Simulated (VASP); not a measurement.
An input for Quantum ESPRESSO's pw.x (written as the equivalent of a VASP run, and not itself run):

```
&CONTROL
  calculation = 'vc-relax'
  pseudo_dir = './pseudo'
  outdir = './out'
  tprnfor = .true.
  tstress = .true.
  nstep = 30
  forc_conv_thr = 0.00039
/
&SYSTEM
  ibrav = 0
  nat = 4
  ntyp = 1
  ecutwfc = 82
  occupations = 'smearing'
  smearing = 'gaussian'
  degauss = 0.003675
  input_dft = 'vdw-df2'
/
&ELECTRONS
  conv_thr = 7.3e-09
  electron_maxstep = 100
/
&IONS
/
&CELL
  cell_dofree = 'shape'
/
ATOMIC_SPECIES
  C 12.011 C.upf
CELL_PARAMETERS angstrom
     1.2131475   -2.1012325    0.0000000
     1.2131475    2.1012325    0.0000000
     0.0000000    0.0000000    6.8870834
ATOMIC_POSITIONS crystal
  C    0.0000000  0.0000000  0.2500000
  C    0.0000000  0.0000000  0.7500000
  C    0.3333330  0.6666670  0.2500000
  C    0.6666670  0.3333330  0.7500000
K_POINTS automatic
  10 10 3 0 0 0
```

### Question
Translate this input to VASP (INCAR, KPOINTS, POSCAR, choice of POTCAR).

### Answer
Several could match; the one computed here: 
### INCAR
```
! general
SYSTEM   = C
PREC     = Accurate
ENCUT    = 520
LREAL    = .FALSE.   ! projection in real space or not
LASPH    = .TRUE.   ! aspherical one-centre terms

! electronic loop
EDIFF    = 1E-7
NELM     = 100
ALGO     = Normal

! smearing
ISMEAR   = 0   ! Gaussian
SIGMA    = 0.05   ! width (eV)

! functional
GGA      = ML
LUSE_VDW = .TRUE.
AGGAC    = 0.0
ZAB_VDW  = -1.8867

! ions
IBRION   = 2
NSW      = 30   ! most ionic steps
ISIF     = 4   ! ions and shape, fixed volume
EDIFFG   = -0.01

! output
LWAVE    = .FALSE.
LCHARG   = .FALSE.
```

**KPOINTS**
```
Regular mesh
0
G
 10 10 3
0 0 0
```

### POSCAR
```
C
1
    1.2131474560    -2.1012325378     0.0000000000
    1.2131474560     2.1012325378     0.0000000000
    0.0000000000     0.0000000000     6.8870834080
C
4
Direct
  0.0000000000   0.0000000000   0.2500000000
  0.0000000000   0.0000000000   0.7500000000
  0.3333330000   0.6666670000   0.2500000000
  0.6666670000   0.3333330000   0.7500000000
```

POTCAR, in this order: C (PBE.64 set). Program: vasp_std.

Limits of the translation: the potentials are each code's own (VASP's PAW set, PseudoDojo norm-conserving files in pw.x), so ENCUT and ecutwfc are chosen apart and not converted; conv_thr bounds pw.x's estimated SCF error, while EDIFF bounds the energy change between steps; forc_conv_thr acts on force components and is met together with etot_conv_thr.

The compound is C in the graphite structure. This cell is one point of a volume scan, at 0.94 of the reference volume. Symmetry was kept, so distortions that lower it aren't found.
